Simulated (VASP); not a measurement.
# Ga2GeSe2 (P-6m2) in VASP: relaxation of cell and atoms with PBE

Aim: the relaxation of cell and atoms of Ga2GeSe2 with PBE.

Everything below comes from runs of VASP 6.6.1. Logs are shortened: lines on timing, memory, paths and dates and some standing lists are left out, and cuts for length are marked.

## (1) The crystal as given

The structure is hexagonal, space group P-6m2 (No. 187). The conventional cell has a = 4.197 Å, b = 4.197 Å, c = 8.381 Å, α = 90.00°, β = 90.00°, γ = 120.00°. Ga (site symmetry 3m) has 1 Ga at 2.32 Å as nearest neighbours. Ge (site symmetry -6m2) has 2 Se at 2.67 Å and 6 Ga at 2.69 Å as nearest neighbours. Se (site symmetry 3m) is surrounded by 1 Ge at 2.67 Å and 3 Ga at 2.86 Å and 1 Se at 3.03 Å.

The cell was built by a generator and needn't be a form met in nature.

## (2) Relaxation of cell and atoms, PBE

The input, INCAR:

```
SYSTEM = Ga2GeSe2
ALGO     = Fast           ! electronic algorithm
EDIFF    = 1E-4           ! SCF threshold, eV
EDIFFG   = -0.08          ! ionic threshold
ENCUT    = 520            ! plane-wave cutoff, eV
GGA      = PE             ! functional
IBRION   = 2              ! ionic algorithm
ISIF     = 3              ! what is computed and relaxed
ISMEAR   = 0              ! smearing method
LASPH    = .True.         ! aspherical terms in the spheres
LCHARG   = .False.        ! write CHGCAR
LREAL    = .False.        ! projectors in reciprocal space
LWAVE    = .False.        ! write WAVECAR
NELM     = 60             ! most SCF steps
NSW      = 24             ! ionic steps
PREC     = Normal         ! precision mode
SIGMA    = 0.15           ! smearing width, eV
```

The input, KPOINTS:

```
k-points
0
Gamma
  4 4 2
  0 0 0
```

The input, POSCAR:

```
Ga2GeSe2
1.0
    4.1971910700      0.0000000000      0.0000000000
   -2.0985955400      3.6348740900      0.0000000000
    0.0000000000      0.0000000000      8.3810831900
Ga Ge Se
2 1 2
Direct
    0.3333333300      0.6666666700      0.1383472400
    0.3333333300      0.6666666700      0.8616527600
    0.0000000000      0.0000000000      0.0000000000
    0.0000000000      0.0000000000      0.3191296300
    0.0000000000      0.0000000000      0.6808703700
```

Potentials or basis: VASP PAW PBE potentials, release 64 (Ga_d, Ge_d, Se).

Launch:

```sh
$ cat potpaw_PBE.64/Ga_d/POTCAR potpaw_PBE.64/Ge_d/POTCAR potpaw_PBE.64/Se/POTCAR > POTCAR
$ mpirun -np 1 vasp_std > vasp.out
```

OUTCAR:

```text
SYSTEM = Ga2GeSe2
   EDIFF = 1E-4
   EDIFFG = -0.08
   ENCUT = 520
   GGA = PE
   IBRION = 2
   ISIF = 3
   ISMEAR = 0
   LASPH = .True.
   LREAL = .False.
   NELM = 60
   NSW = 24
   PREC = Normal

 ion  position               nearest neighbor table
   1  0.333  0.667  0.138-   2 2.32   3 2.69   3 2.69   3 2.69
   2  0.333  0.667  0.862-   1 2.32   3 2.69   3 2.69   3 2.69
   3  0.000  0.000  0.000-   4 2.67   5 2.67   1 2.69   2 2.69   1 2.69   2 2.69   1 2.69   2 2.69

   4  0.000  0.000  0.319-   3 2.67
   5  0.000  0.000  0.681-   3 2.67

  LATTYP: Found a hexagonal cell.
 ALAT       =     4.1971910700
 C/A-ratio  =     1.9968314642

  Lattice vectors:

 A1 = (   4.1971910700,   0.0000000000,   0.0000000000)
 A2 = (  -2.0985955400,   3.6348740900,   0.0000000000)
 A3 = (   0.0000000000,   0.0000000000,   8.3810831900)

Analysis of symmetry for initial positions (statically):
=====================================================================
 Subroutine PRICEL returns:
 Original cell was already a primitive cell.

 Routine SETGRP: Setting up the symmetry group for a
 hexagonal supercell.

 Subroutine GETGRP returns: Found 12 space group operations
 (whereof 12 operations were pure point group operations)
 out of a pool of 24 trial point group operations.

The static configuration has the point symmetry D_3h.

Analysis of symmetry for dynamics (positions and initial velocities):
=====================================================================
 Subroutine PRICEL returns:
 Original cell was already a primitive cell.

 Routine SETGRP: Setting up the symmetry group for a
 hexagonal supercell.

 Subroutine GETGRP returns: Found 12 space group operations
 (whereof 12 operations were pure point group operations)
 out of a pool of 24 trial point group operations.

The dynamic configuration has the point symmetry D_3h.

 Subroutine INISYM returns: Found 12 space group operations
 (whereof 12 operations are pure point group operations),
 and found     1 'primitive' translations

----------------------------------------------------------------------------------------

                                     Primitive cell

  volume of cell :     127.8640

  direct lattice vectors                    reciprocal lattice vectors
     4.197191070  0.000000000  0.000000000     0.238254581  0.137556347  0.000000000
    -2.098595540  3.634874090  0.000000000     0.000000000  0.275112693  0.000000000
     0.000000000  0.000000000  8.381083190     0.000000000  0.000000000  0.119316320

  length of vectors
     4.197191070  4.197191071  8.381083190     0.275112693  0.275112693  0.119316320

  position of ions in fractional coordinates (direct lattice)
     0.333333330  0.666666670  0.138347240
     0.333333330  0.666666670  0.861652760
     0.000000000  0.000000000  0.000000000
     0.000000000  0.000000000  0.319129630
     0.000000000  0.000000000  0.680870370

  ion indices of the primitive-cell ions
   primitive index   ion index
                 1           1
                 2           2
                 3           3
                 4           4
                 5           5

----------------------------------------------------------------------------------------

 KPOINTS: k-points

Automatic generation of k-mesh.
 Grid dimensions read from file:
 generate k-points for:    4    4    2

 Generating k-lattice:

  Cartesian coordinates                     Fractional coordinates (reciprocal lattice)
     0.059563645  0.034389087  0.000000000     0.250000000  0.000000000  0.000000000
     0.000000000  0.068778173  0.000000000     0.000000000  0.250000000  0.000000000
     0.000000000  0.000000000  0.059658160     0.000000000  0.000000000  0.500000000

  Length of vectors
     0.068778173  0.068778173  0.059658160

  Shift w.r.t. Gamma in fractional coordinates (k-lattice)
     0.000000000  0.000000000  0.000000000

 Subroutine IBZKPT returns following result:
 ===========================================

 Found      8 irreducible k-points:

 Following reciprocal coordinates:
            Coordinates               Weight
  0.000000  0.000000  0.000000      1.000000
  0.250000 -0.000000  0.000000      6.000000
  0.500000 -0.000000  0.000000      3.000000
  0.250000  0.250000  0.000000      6.000000
  0.000000  0.000000  0.500000      1.000000
  0.250000 -0.000000  0.500000      6.000000
  0.500000 -0.000000  0.500000      3.000000
  0.250000  0.250000  0.500000      6.000000
   k-points           NKPTS =      8   k-points in BZ     NKDIM =      8   number of bands    NBANDS=     31
   number of dos      NEDOS =    301   number of ions     NIONS =      5
   total plane-waves  NPLWV =  27648
   dimension x,y,z NGX =    24 NGY =   24 NGZ =   48
   dimension x,y,z NGXF=    48 NGYF=   48 NGZF=   96
   ions per type =               2   1   2
   NGX,Y,Z   is equivalent  to a cutoff of   9.51,  9.51,  9.52 a.u.
   NGXF,Y,Z  is equivalent  to a cutoff of  19.01, 19.01, 19.04 a.u.
 SYSTEM =  Ga2GeSe2
   PREC   = normal    normal or accurate (medium, high low for compatibility)
   ISTART =      0    job   : 0-new  1-cont  2-samecut
   ICHARG =      2    charge: 1-file 2-atom 10-const
   ISPIN  =      1    spin polarized calculation?
   LNONCOLLINEAR =      F non collinear calculations
   LSORBIT =      F    spin-orbit coupling
   LASPH  =      T    aspherical Exc in radial PAW
   ENCUT  =  520.0 eV  38.22 Ry    6.18 a.u.   7.80  7.80 15.58*2*pi/ulx,y,z
   NELM   =     60;   NELMIN=  2; NELMDL= -5     # of ELM steps
   EDIFF  = 0.1E-03   stopping-criterion for ELM
   LREAL  =      F    real-space projection
   EDIFFG = -.8E-01   stopping-criterion for IOM
   NSW    =     24    number of steps for IOM
   IBRION =      2    ionic relax: 0-MD 1-quasi-New 2-CG
   NFREE  =      1    steps in history (QN), initial steepest desc. (CG)
   ISIF   =      3    stress and relaxation
   ISYM   =      2    0-nonsym 1-usesym 2-fastsym
   POTIM  = 0.5000    time-step for ionic-motion
   TEBEG  =    0.0;   TEEND  =   0.0 temperature during run
   PSTRESS=    0.0 pullay stress
   NELECT =      52.0000    total number of electrons
   NUPDOWN=      -1.0000    fix difference up-down
   EMIN   =  10.00;   EMAX   =-10.00  energy-range for DOS
   EFERMI =   0.00;   METHOD = LEGACY
   ISMEAR =     0;   SIGMA  =   0.15  broadening in eV -4-tet -1-fermi 0-gaus
   EFERMI_NEDOS =   21; number of points for ismear=-14 and -15
   IALGO  =     68    algorithm
   IMIX   =      4    mixing-type and parameters
     AMIX     =   0.40;   BMIX     =  1.00
     AMIX_MAG =   1.60;   BMIX_MAG =  1.00
  volume/ion in A,a.u.               =      25.57       172.57
  Fermi-wavevector in a.u.,A,eV,Ry     =   1.212904  2.292057 20.016031  1.471137
  Thomas-Fermi vector in A             =   2.348373
   LORBIT       =      0    0 simple, 1 ext, 2 COOP (PROOUT), +10 PAW based schemes
   GGA     = PE    functional components
   LHFCALC =     F    Hartree Fock is set to
   AEXX    =    0.0000 exact exchange contribution
   IVDW    =     0    specifies the selected vdW correction
   LEPSILON=     F    determine dielectric tensor
   LRPA    =     F    only Hartree local field effects (RPA)
 conjugate gradient relaxation of ions
 non-spin polarized calculation
 RMM-DIIS sequential band-by-band and
 Gauss-broadening in eV      SIGMA  =   0.15
  energy-cutoff  :      520.00
  volume of cell :      127.86
 maximum number of plane-waves:      3464
   NGX = 15   NGY = 15   NGZ = 31

--------------------------------------- Ionic step        1  -------------------------------------------

 number of electron      52.0000020 magnetization

 Free energy of the ion-electron system (eV)
  ---------------------------------------------------
  ext. energy  EPLUGINS =         0.00000000
  ---------------------------------------------------
  free energy    TOTEN  =       -15.97147698 eV

  energy without entropy =      -15.91077450  energy(sigma->0) =      -15.94112574

------------------------ aborting loop because EDIFF is reached ----------------------------------------

  FORCE on cell =-STRESS in cart. coord.  units (eV):
  Direction    XX          YY          ZZ          XY          YZ          ZX
  --------------------------------------------------------------------------------------
  -------------------------------------------------------------------------------------
  Total        0.7737180      0.7737180      3.9744089     -0.0000000      0.0000000      0.0000000
  in kB        9.6949371      9.6949371     49.8006336     -0.0000000      0.0000000      0.0000000
  external PRESSURE =      23.0635026 kB  Pullay stress =       0.0000000 kB
[... 98 lines left out ...]
  FREE ENERGIE OF THE ION-ELECTRON SYSTEM (eV)
  ---------------------------------------------------
  free  energy   TOTEN  =       -16.8015776248 eV

  energy  without entropy=      -16.7588347817  energy(sigma->0) =      -16.78020620

[... ionic steps 4 to 10 ...]

--------------------------------------- Ionic step       11  -------------------------------------------

 number of electron      51.9999995 magnetization

------------------------ aborting loop because EDIFF is reached ----------------------------------------

  FORCE on cell =-STRESS in cart. coord.  units (eV):
  Direction    XX          YY          ZZ          XY          YZ          ZX
  --------------------------------------------------------------------------------------
  -------------------------------------------------------------------------------------
  Total       -0.8922424     -0.8922424     -1.3480438      0.0000000      0.0000000      0.0000000
  in kB      -11.7422345    -11.7422345    -17.7407461      0.0000000      0.0000000      0.0000000
  external PRESSURE =     -13.7417383 kB  Pullay stress =       0.0000000 kB
[... 63 lines left out ...]
  energy  without entropy=      -18.0513342041  energy(sigma->0) =      -18.05928891

--------------------------------------- Ionic step       13  -------------------------------------------

 number of electron      52.0000046 magnetization

 Free energy of the ion-electron system (eV)
  ---------------------------------------------------
  ext. energy  EPLUGINS =         0.00000000
  ---------------------------------------------------
  free energy    TOTEN  =       -18.07146906 eV

  energy without entropy =      -18.05549795  energy(sigma->0) =      -18.06348350

 E-fermi :   3.7745     XC(G=0):  -9.5903

 val. band max:        3.3140773167   @ k =   0.5000  -0.0000   0.0000
 cond. band min:       3.7746884386   @ k =   0.2500   0.2500   0.0000
 fundamental gap:      0.4606111219
 Fermi energy:         3.7744595316

 k-point     1 :       0.0000    0.0000    0.0000
  band No.  band energies     occupation
      1     -21.0134      2.00000
      2     -20.9930      2.00000
      3     -20.9930      2.00000
      4     -20.9321      2.00000
      5     -20.9321      2.00000
      6     -11.1180      2.00000
[... 293 lines left out ...]
  FREE ENERGIE OF THE ION-ELECTRON SYSTEM (eV)
  ---------------------------------------------------
  free  energy   TOTEN  =       -18.0714690596 eV

  energy  without entropy=      -18.0554979499  energy(sigma->0) =      -18.06348350

 reached required accuracy - stopping structural energy minimisation
```

Wall time 2.3 min (1 thread of Intel Xeon 6975P-C (Granite Rapids), shared host); peak memory 0.19 GiB.

What came out:

```yaml
Free_energy: -18.0715 eV
Relaxed_volume: 23.76 Å³/atom
Relaxed_cell: a = 3.746 Å, b = 3.746 Å, c = 9.775 Å, α = 90.00°, β = 90.00°, γ = 120.00°
Space_group_after_relaxing_to_0.05_Å: P-6m2 (No. 187)
Energy_gained_by_relaxing: 420.0 meV/atom
Ionic_steps: 13
Pressure_after_relaxing: -0.2 GPa
Largest_force_after_relaxing: 0.068 eV/Å
Band_gap_on_the_k_mesh: none (metal or under the smearing width)
```

Forces in eV/Å, atoms in the order of the input:
```
Ga   0.000  0.000 -0.068
Ga   0.000  0.000  0.068
Ge   0.000  0.000  0.000
Se   0.000  0.000 -0.007
Se   0.000  0.000  0.007
```

Step by step:
```
step  energy change (eV)  largest force (eV/Å)  pressure (GPa)  volume (Å³)
   1              0.0000                2.8974            2.31       127.86
   2             -0.6313                1.2446           -1.42       134.76
   3             -0.8301                1.0263           -2.26       138.83
   4             -1.0269                0.5955           -4.61       147.15
   5             -1.6899                0.3098           -2.91       133.59
   6             -1.8068                1.2491            1.62       123.88
   7             -1.8216                0.9172           -0.11       127.16
   8             -2.0339                0.6314            0.09       122.94
   9             -2.0407                0.6101           -0.12       122.23
  10             -2.0830                0.1541           -1.02       121.87
  11             -2.0873                0.0704           -1.37       121.74
  12             -2.0958                0.0428            0.43       116.84
  13             -2.1000                0.0676           -0.19       118.81
```

Final structure:
```
Ga Ge Se
1.0
     3.74644    0.00000    0.00000
    -1.87322    3.24451    0.00000
     0.00000    0.00000    9.77453
Ga Ge Se
2 1 2
Direct
  0.33333 0.66667 0.19908
  0.33333 0.66667 0.80092
  0.00000 0.00000 0.00000
  0.00000 0.00000 0.33576
  0.00000 0.00000 0.66424
```

Levels at points of the mesh, in eV from the Fermi level:
| k point | band 23 | band 24 | band 25 | band 26 | band 27 | band 28 | band 29 | band 30 |
| --- | --- | --- | --- | --- | --- | --- | --- | --- |
| (0.00, 0.00, 0.00) | -0.89 | -0.89 | 0.28 | 0.35 | 1.95 | 2.56 | 2.56 | 4.22 |
| (0.50, 0.00, 0.00) | -3.22 | -2.48 | -2.13 | -0.46 | 0.89 | 1.03 | 1.89 | 2.71 |
| (0.00, 0.00, 0.50) | -1.14 | -0.95 | -0.95 | 1.38 | 1.67 | 2.62 | 2.62 | 4.61 |
| (0.50, 0.00, 0.50) | -2.36 | -2.28 | -1.56 | -1.18 | 0.59 | 1.14 | 1.39 | 2.53 |

Caveat: the k mesh is coarse (spacing up to 0.43 Å⁻¹), so the values aren't converged; this functional lacks dispersion, which binds the layers, so the pressure and a relaxed spacing across them are unreliable; the relaxation stopped at a loose force limit of 0.08 eV/Å, so its end isn't a converged minimum.
